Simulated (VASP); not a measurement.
Here is the system:

```xyz
3
Lattice="2.2507 -3.8983 0.0000 2.2507 3.8983 0.0000 0.0000 0.0000 4.9858" Properties=species:S:1:pos:R:3 pbc="T T T"
Se     0.4896     0.8481     3.3239
Se     3.5221     0.0000     0.0000
Se     0.4896    -0.8481     1.6619
```

Computed with r2SCAN meta-GGA, VASP's PBE PAW potentials (set 64) (plane waves; VASP 6.6.1). Run with 480 eV cut-off, 6×6×4 Γ-centred mesh, Gaussian smearing of 0.050 eV, potentials Se.

Energy and stress use the plane-wave basis of the starting cell.

**Question.** The ions, cell shape and volume at an external pressure of 1.0 GPa are relaxed. What does this cell relax into?

**Answer.** 
```xyz
3
Lattice="2.1582 -3.7381 0.0000 2.1582 3.7381 0.0000 0.0000 0.0000 5.0204" Properties=species:S:1:pos:R:3 pbc="T T T"
Se     2.6481    -2.8896     3.3469
Se     3.3367     0.0000     0.0000
Se     2.6481     2.8896     1.6734
```
Space group P3_121 (152), at a tolerance of 0.03 Å.

**Question.** How do energy and volume change from the first to the last step?

**Answer.** The energy (σ→0) changes by +5.5 meV/atom and the volume by -7.4 %, in 9 ionic steps.

The compound is Se in the trig structure. This run relaxes it under an external pressure of 1 GPa. Symmetry was kept, so distortions that lower it aren't found.
